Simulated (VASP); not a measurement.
Runs of VASP 6.6.1 on HfO2. It takes space group Fm-3m (No. 225, cubic). The conventional cell has a = 5.115 Å, b = 5.115 Å, c = 5.115 Å, α = 90.00°, β = 90.00°, γ = 90.00°. Hf (site symmetry m-3m) has 8 O at 2.21 Å as nearest neighbours. O (site symmetry -43m) is surrounded by 4 Hf at 2.21 Å. Measurements of this composition are mostly on another form, of space group No. 14.

```csv
k mesh,mesh quality,gap on the mesh (eV),pressure (GPa)
9 × 9 × 9,not flagged,(a),-6.0
6 × 6 × 6,not flagged,3.73,-6.0
8 × 8 × 8,not flagged,3.73,-6.0
5 × 5 × 5,coarse,4.01,-6.0
```

Alike in all rows: task single point; level PBE; potentials or basis VASP PAW PBE potentials, release 64 (Hf_pv, O); no spin polarisation; cell as given; cutoff (eV) 520; smearing gaussian 0.01 eV.

Question: Fill in the values left out.

Answer: (a) 3.84.

Caveats: some runs use coarse meshes; spin-orbit coupling is left out, which moves the levels of the heavy elements; an odd mesh through Γ misses points on the zone boundary, where band edges often lie (some runs).

A k mesh can miss the band edges, and the runs leave out spin-orbit coupling on Hf.
